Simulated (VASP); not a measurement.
Given:

```
MgS
1.0
    0.00000     2.61924     2.61924
    2.61924     0.00000     2.61924
    2.61924     2.61924     0.00000
Mg S
1 1
Direct
  0.00000   0.00000   0.00000
  0.50000   0.50000   0.50000
```

Computed with PBE GGA, VASP's PBE PAW potentials (set 64) (plane waves; VASP). Settings: 300 eV cut-off, 7×7×7 Γ-centred mesh, Fermi-Dirac smearing of 0.020 eV, potentials Mg S.

Problem. Give the electronic dielectric tensor ε∞ (DFPT, local fields included).

Solution. 
```
5.46  0.00  0.00
0.00  5.46  0.00
0.00  0.00  5.46
```

Problem. Give the Born effective charges.

Solution. 
| atom | Z*xx | Z*yy | Z*zz | mean |
|---|---|---|---|---|
| Mg1 | 2.35 | 2.35 | 2.35 | 2.35 |
| S2 | -2.35 | -2.35 | -2.35 | -2.35 |

Problem. And the static tensor with the ions free?

Solution. 
```
16.8  0.00  0.00
0.00  16.8  0.00
0.00  0.00  16.8
```

Problem. Which frequencies do the optical Γ-point modes have (no LO-TO splitting)?

Solution. 219 (×3) cm⁻¹.

The structure comes from a computed database's MgS entry; how it stands against other phases isn't given here. The cell was not relaxed at this level. The run is one of a series of settings (EDIFF = 1E-8, IBRION = 8, LEPSILON = .TRUE., NSW = 1 against the base run), some of them coarse on purpose.
